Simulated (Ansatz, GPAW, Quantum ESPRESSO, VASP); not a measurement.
# Code comparison for CsAu (Pm-3m, 2 atoms in the cell)

Self-consistent single point.

```
CsAu
1.0
    4.18306     0.00000     0.00000
    0.00000     4.18306     0.00000
    0.00000     0.00000     4.18306
Cs Au
1 1
Direct
  0.00000   0.00000   0.00000
  0.50000   0.50000   0.50000
```

Shared settings, as Ansatz (a quantum-chemistry and plane-wave program) writes them: kpoints.mp_grid.grid = 5 5 5; scf.occupations.method = fermi_dirac; scf.occupations.width = 0.0037 Ry. Potentials and cutoffs stand in the table.

```tsv
code	model	pressure (GPa)	gap on the mesh (eV)	cutoff
Ansatz	PBEsol, default PAW files made with PBE	-0.26	2.115	30.9 Ry
Quantum ESPRESSO	PBEsol, PseudoDojo standard norm-conserving (PBESOL) pseudopotentials	-0.31	2.120	80 Ry
VASP	PBEsol, VASP's PBE PAW potentials (set 64)	-0.39	–	300 eV
GPAW	PBEsol, GPAW PAW datasets PBEsol (made by gpaw-setup)	-0.11	2.080	600 eV
```

A dash marks a value that a program does not give, or that is left out as unsure.

No gap is tabulated for VASP: it is not read from that output, or partly filled or unconverged empty levels leave it unsure.

Gaps are read on the mesh. Another mesh or the band path gives a smaller gap, so these values are not converged in the mesh.

On Ansatz's run: spin-orbit coupling is off.

The spread over the programs that give each value: pressure within 0.28 GPa; gap on the mesh within 0.040 eV.

Ansatz's pressure is given at a fixed set of plane waves, as the other plane-wave codes print theirs.

On the base mesh (6 6 6) the same programs gave: Quantum ESPRESSO pressure -0.26 GPa, gap on the mesh 0.820 eV; Ansatz pressure -0.21 GPa, gap on the mesh 0.811 eV; GPAW pressure -0.05 GPa, gap on the mesh 0.745 eV; VASP pressure -0.34 GPa.

The values differ from the base mesh's, so the mesh still matters here: the table compares the programs at equal settings.

VASP's run is marked for a possible Pulay error in its stress at this cutoff; no cutoff test was made.

The starting cell comes from a database of computed structures (which also holds hypothetical and non-ambient phases and stackings), without a prior relaxation at this level. Its lattice was rescaled by a random factor within 2.5 % of one.

Left out of this page: CP2K (on another mesh); Elk and SIESTA (not drawn, or without a comparable value); FLEUR (with a known weakness of the program).

Keys are those of Ansatz 0.2.
